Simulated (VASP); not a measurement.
An input for Ansatz (written as the equivalent of a VASP run, and not itself run):

Ansatz 0.2 input:
```yaml
crystal:
  lattice:
    - [0.0000000, 2.3970000, 2.3970000]
    - [2.3970000, 0.0000000, 2.3970000]
    - [2.3970000, 2.3970000, 0.0000000]
  atoms:
    - { symbol: Zr, position: [0.0000000, 0.0000000, 0.0000000] }
    - { symbol: C, position: [0.5000000, 0.5000000, 0.5000000] }
kpoints:
  mp_grid: { grid: [9, 9, 9] }
hamiltonian:
  xc: pbe
  pseudopotentials: { kind: paw }
scf:
  occupations: { method: methfessel_paxton, width: 0.1 }
  max_iter: 100
output: { forces: true, stress: true, eigenvalues: true }
```

Question: Translate this input to VASP (INCAR, KPOINTS, POSCAR, choice of POTCAR).

Answer: Several could match; the one computed here: 
### INCAR
```
SYSTEM = ZrC
PREC = Accurate
ENCUT = 520
EDIFF = 1E-6
NELM = 100
ALGO = Normal
LREAL = .FALSE.
LASPH = .TRUE.
ISMEAR = 1
SIGMA = 0.1
GGA = PE
LMAXMIX = 4
LWAVE = .FALSE.
LCHARG = .FALSE.
ISIF = 2
```

### POSCAR
```
ZrC
4.7940
  0.0000000000   0.5000000000   0.5000000000
  0.5000000000   0.0000000000   0.5000000000
  0.5000000000   0.5000000000   0.0000000000
Zr C
1 1
Direct
  0.0000000000   0.0000000000   0.0000000000
  0.5000000000   0.5000000000   0.5000000000
```

### KPOINTS
```
Automatic mesh
0
Gamma
9 9 9
0 0 0
```

POTCAR, in this order: Zr_sv C (PBE.64 set). Program: vasp_std.

The two are equivalent in intent, not identical: each code has its own PAW files, so the cut-off isn't converted (ENCUT is set for VASP's; basis.ecutwfc is left out, and Ansatz then takes the one that its files recommend); Ansatz stops its SCF on the density residual and VASP on the energy change (EDIFF).

The compound is ZrC in the rock salt structure. The cell was not relaxed at this level. The run is one of a series of settings (KPOINTS 9×9×9 Γ-centred mesh against the base run), some of them coarse on purpose.
